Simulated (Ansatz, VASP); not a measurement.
Ru3Rh (Ru (10-10), 4 layers): VASP beside Ansatz

```
CELL_PARAMETERS angstrom
2.72116 0.00000 0.00000
0.00000 4.29600 0.00000
0.00000 0.00000 19.14210
ATOMIC_POSITIONS crystal
Ru 0.00000 0.75000 0.42562
Ru 0.50000 0.75000 0.54103
Ru 0.00000 0.25000 0.57438
Rh 0.50000 0.25000 0.45897
```

Alike in both runs: task single point; functional PBE; k mesh 12 × 8 × 1; occupations fermi-dirac, width 0.1 eV; no spin polarisation.

|  | VASP | Ansatz |
| --- | --- | --- |
| version | VASP 6.6.1 | Ansatz 0.2.0 |
| potentials or method | VASP PAW PBE potentials, release 64 (Ru_pv, Rh_pv), cutoff 520 eV | all-electron LAPW, scalar-relativistic |

|  | VASP | Ansatz | Ansatz less VASP |
| --- | --- | --- | --- |
| rms of the force components (eV/Å) | 0.294 | 0.292 | -0.0011 |

Ansatz ran all-electron here, so the differences hold the error of VASP's frozen core and of both bases.
